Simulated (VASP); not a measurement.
A convergence study with VASP on CsSnI$_{3}$ (cubic perovskite): a few settings are varied, all else stays as given below, so the limit is that of these other settings.

```yaml
crystal:
  lattice:
    - [6.22000, 0.00000, 0.00000]
    - [0.00000, 6.22000, 0.00000]
    - [0.00000, 0.00000, 6.22000]
  atoms:
    - { symbol: Cs, position: [0.00000, 0.00000, 0.00000] }
    - { symbol: Sn, position: [0.50000, 0.50000, 0.50000] }
    - { symbol: I, position: [0.50000, 0.00000, 0.50000] }
    - { symbol: I, position: [0.00000, 0.50000, 0.50000] }
    - { symbol: I, position: [0.50000, 0.50000, 0.00000] }
```

Computed with PBE GGA, VASP's PBE PAW potentials (set 64) (plane waves; VASP). The last row used: 550 eV cut-off, 10×10×10 Γ-centred mesh, second-order Methfessel-Paxton smearing of 0.40 eV, potentials Cs_sv Sn_d I.

```
setting                                   E (eV/atom)  pressure (GPa)  irreducible k-points
----------------------------------------  -----------  --------------  --------------------
ISMEAR = -1, SIGMA = 0.01, 2×2×2 mesh         -2.6171            1.96                     4
ISMEAR = -1, SIGMA = 0.1, 2×2×2 mesh          -2.6166            1.73                     4
ISMEAR = 0, SIGMA = 0.01, 2×2×2 mesh          -2.6171            1.96                     4
ISMEAR = 0, SIGMA = 0.2, 2×2×2 mesh           -2.6163            1.77                     4
ISMEAR = 1, SIGMA = 0.05, 2×2×2 mesh          -2.6171            1.96                     4
ISMEAR = 1, SIGMA = 0.2, 2×2×2 mesh                 ?               ?                     4
ISMEAR = 2, SIGMA = 0.05, 2×2×2 mesh          -2.6171            1.96                     4
ISMEAR = 2, SIGMA = 0.2, 2×2×2 mesh           -2.6164            1.98                     4
ISMEAR = -1, SIGMA = 0.01, 4×4×4 mesh         -2.7908            0.68                    10
ISMEAR = -1, SIGMA = 0.2, 4×4×4 mesh          -2.7893            0.61                    10
ISMEAR = 0, SIGMA = 0.01, 4×4×4 mesh          -2.7908            0.68                    10
ISMEAR = 0, SIGMA = 0.4, 4×4×4 mesh           -2.7904            0.63                    10
ISMEAR = 1, SIGMA = 0.05, 4×4×4 mesh          -2.7908            0.68                    10
ISMEAR = 1, SIGMA = 0.4, 4×4×4 mesh                 ?               ?                    10
ISMEAR = 2, SIGMA = 0.05, 4×4×4 mesh          -2.7908            0.68                    10
ISMEAR = 2, SIGMA = 0.4, 4×4×4 mesh           -2.7910            0.67                    10
ISMEAR = -1, SIGMA = 0.05, 10×10×10 mesh      -2.8057            0.48                    56
ISMEAR = -1, SIGMA = 0.2, 10×10×10 mesh       -2.8044            0.46                    56
ISMEAR = 0, SIGMA = 0.1, 10×10×10 mesh        -2.8057            0.48                    56
ISMEAR = 0, SIGMA = 0.4, 10×10×10 mesh        -2.8054            0.47                    56
ISMEAR = 1, SIGMA = 0.1, 10×10×10 mesh        -2.8057            0.48                    56
ISMEAR = 1, SIGMA = 0.4, 10×10×10 mesh        -2.8058            0.47                    56
ISMEAR = 2, SIGMA = 0.1, 10×10×10 mesh        -2.8057            0.48                    56
ISMEAR = 2, SIGMA = 0.4, 10×10×10 mesh        -2.8057            0.48                    56
```

### Question
Fill in the missing entries.

### Answer

- ISMEAR = 1, SIGMA = 0.4, 4×4×4 mesh, E (eV/atom): -2.7907
- ISMEAR = 1, SIGMA = 0.4, 4×4×4 mesh, pressure (GPa): 0.66
- ISMEAR = 1, SIGMA = 0.2, 2×2×2 mesh, E (eV/atom): -2.6161
- ISMEAR = 1, SIGMA = 0.2, 2×2×2 mesh, pressure (GPa): 1.91

Left out are rungs that failed or repeat a setting and relaxations that didn't move; long series are thinned to 24 rows.

The compound is CsSnI3 in the cubic perovskite structure, the ideal cubic form; the compound distorts at low or room temperature. The cell was not relaxed at this level.
